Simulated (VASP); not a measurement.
Consider the following.

```
SrO
1.0
    0.00000     2.60240     2.60240
    2.60240     0.00000     2.60240
    2.60240     2.60240     0.00000
Sr O
1 1
Cartesian
  0.00000   0.00000   0.00000
  2.60240   2.60240   2.60240
```

These are PBE GGA, VASP's PBE PAW potentials (set 64) (plane waves; VASP) values and carry that method's errors. Settings: 520 eV cut-off, Gaussian smearing of 0.050 eV, potentials Sr_sv O.

Q: Estimate the band gap (along the path) with the smallest direct gap where there is one.

A: 
| Item | Result |
|---|---|
| band gap (along the path) | 3.28 eV |
| smallest direct gap (along the path) | 3.39 eV |

Only differences to runs with the same potentials and settings are physical.

The compound is SrO in the rock salt structure. It was relaxed first.
